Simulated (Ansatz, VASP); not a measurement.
Ta4O in VASP and in Ansatz

```
Ta O
1.0
     3.25750    0.00000    0.00000
     0.00000    3.25750    0.00000
     0.00000    0.00000    7.40934
Ta O
4 1
Direct
  0.00000 0.00000 0.50000
  0.50000 0.50000 0.78316
  0.50000 0.50000 0.21684
  0.00000 0.00000 0.00000
  0.50000 0.50000 0.50000
```

Alike in both runs: task single point; functional PBE; k mesh 6 × 6 × 3; occupations gaussian, width 0.01 eV; no spin polarisation.

```csv
,VASP,Ansatz
version,VASP 6.6.1,Ansatz 0.2.0
potentials or method,"VASP PAW PBE potentials, release 64 (Ta_pv, O)","scalar-relativistic, plane waves, PAW"
plane-wave cutoff (eV),520,420
valence electrons in the cell,50,58
```

|  | VASP | Ansatz | Ansatz less VASP |
| --- | --- | --- | --- |
| gap on the k mesh at the Fermi level (eV) | none | none | - |
| pressure (GPa) | -0.6 | -0.8 | -0.23 |
| largest component of the traceless stress (GPa) | 0.16 | 0.27 | +0.115 |
| rms of the force components (eV/Å) | 0.043 | 0.055 | +0.0121 |

Atom by atom the forces differ by 0.012 eV/Å (rms over components). A gap of «none» marks a metal or a gap that the smearing closes. The two sets of potentials don't hold the same shells in valence.

The runs have no spin-orbit coupling, so splittings on Ta are missing.
